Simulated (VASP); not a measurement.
```xyz
2
Lattice="0.0000 2.3536 2.3536 2.3536 0.0000 2.3536 2.3536 2.3536 0.0000" Properties=species:S:1:pos:R:3 pbc="T T T"
Cd     0.0000     0.0000     0.0000
O      2.3536     2.3536     2.3536
```

Level of theory: PBEsol GGA with spin-orbit coupling, VASP's PBE PAW potentials (set 64) (plane waves; VASP). Settings: 520 eV cut-off, 12×12×12 Γ-centred mesh, Gaussian smearing of 0.050 eV, potentials Cd O.

Give the energies of bands 7 to 20 at the high-symmetry points, in eV from the Fermi level.

```csv
band,Γ,X,U,L,W
7,-6.44,-6.15,-6.56,-7.17,-6.66
8,-6.44,-6.15,-6.56,-7.17,-6.66
9,-6.23,-5.75,-6.07,-6.15,-6.11
10,-6.23,-5.75,-6.07,-6.15,-6.11
11,-6.23,-5.51,-5.82,-6.05,-5.60
12,-6.23,-5.51,-5.82,-6.05,-5.60
13,-1.44,-4.44,-3.48,-3.86,-3.09
14,-1.44,-4.44,-3.48,-3.86,-3.09
15,-1.38,-2.42,-2.95,-0.07,-3.06
16,-1.38,-2.42,-2.95,-0.07,-3.06
17,-1.38,-2.35,-1.32,-0.04,-1.94
18,-1.38,-2.35,-1.32,-0.04,-1.94
19,-0.60,3.69,5.24,4.22,5.83
20,-0.60,3.69,5.24,4.22,5.83
```

It has no gap at this level: it comes out as a metal or semimetal.

The compound is CdO in the rock salt structure. It was relaxed first.
